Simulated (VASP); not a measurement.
VASP ran on this input.

**KPOINTS**
```
Automatic mesh
0
Gamma
8 8 8
0 0 0
```

**POSCAR**
```
Si
1.0
  0.0000000000   2.7066536919   2.7066536919
  2.7066536919   0.0000000000   2.7066536919
  2.7066536919   2.7066536919   0.0000000000
Si
2
Cart
  0.0000000000   0.0000000000   0.0000000000
  1.3533268460   1.3533268460   1.3533268460
```

INCAR:
```
SYSTEM = Si
PREC = Accurate
ENCUT = 520
EDIFF = 1E-7
NELM = 100
ALGO = Normal
LREAL = .FALSE.
LASPH = .TRUE.
ISMEAR = 0
SIGMA = 0.05
GGA = PE
LWAVE = .FALSE.
LCHARG = .FALSE.
ISIF = 2
```

POTCAR, in this order: Si (PBE.64 set). Program: vasp_std.

Task: Write an equivalent input for Ansatz.

Result: One equivalent input (not run):
Ansatz 0.2 input:
```yaml
crystal:
  lattice:
    - [0.0000000, 2.7066537, 2.7066537]
    - [2.7066537, 0.0000000, 2.7066537]
    - [2.7066537, 2.7066537, 0.0000000]
  atoms:
    - { symbol: Si, position: [0.0000000, 0.0000000, 0.0000000] }
    - { symbol: Si, position: [0.2500000, 0.2500000, 0.2500000] }
kpoints:
  mp_grid: { grid: [8, 8, 8] }
hamiltonian:
  xc: pbe
  pseudopotentials: { kind: paw }
scf:
  occupations: { method: gaussian, width: 0.05 }
  max_iter: 100
output: { forces: true, stress: true, eigenvalues: true }
```
Limits of the translation: each code has its own PAW files, so the cut-off isn't converted (ENCUT is set for VASP's; basis.ecutwfc is left out, and Ansatz then takes the one that its files recommend); Ansatz stops its SCF on the density residual and VASP on the energy change (EDIFF).

The compound is Si in the diamond structure. This cell is one point of a volume scan, at 0.97 of the reference volume.
